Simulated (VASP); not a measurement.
**InAs (d3): single point with PBE+D3(BJ)**

InAs (d3):

```
CELL_PARAMETERS angstrom
0.00000 3.05585 3.05585
3.05585 0.00000 3.05585
3.05585 3.05585 0.00000
ATOMIC_POSITIONS crystal
In 0.00000 0.00000 0.00000
As 0.25000 0.25000 0.25000
```

The cell isn't the ideal one: cell and atoms relaxed tightly for response.

* Program: VASP 6.6.1
* Task: single point
* Functional: PBE
* Dispersion: D3(BJ)
* Potentials or basis: VASP PAW PBE potentials, release 64 (In_d, As)
* Cutoff: 520 eV
* k mesh: 12 × 12 × 12
* Occupations: fermi-dirac, width 0.15 eV
* Spin: no spin polarisation

```
Pressure                   : 0.1 GPa
Band gap on the k mesh     : none (metal or under the smearing width)
Dispersion energy per atom : -0.312 eV
```

Levels at points of the mesh, in eV from the Fermi level:
| k point | band 6 | band 7 | band 8 | band 9 | band 10 | band 11 | band 12 | band 13 |
| --- | --- | --- | --- | --- | --- | --- | --- | --- |
| (0.00, 0.00, 0.00) | -12.04 | -0.74 | -0.38 | -0.38 | -0.38 | 3.51 | 3.51 | 3.51 |
| (0.50, 0.00, 0.00) | -10.67 | -5.99 | -1.33 | -1.33 | 0.50 | 4.27 | 4.27 | 6.43 |
| (0.50, 0.50, 0.00) | -10.16 | -6.09 | -2.60 | -2.60 | 1.22 | 1.67 | 8.60 | 8.67 |

Run time: 51 s on 1 thread of Intel(R) Xeon(R) Platinum 8488C (Sapphire Rapids) (shared host), peak memory 0.23 GiB.

Caveat: pairwise dispersion overbinds metals, which lowers pressure and volume.
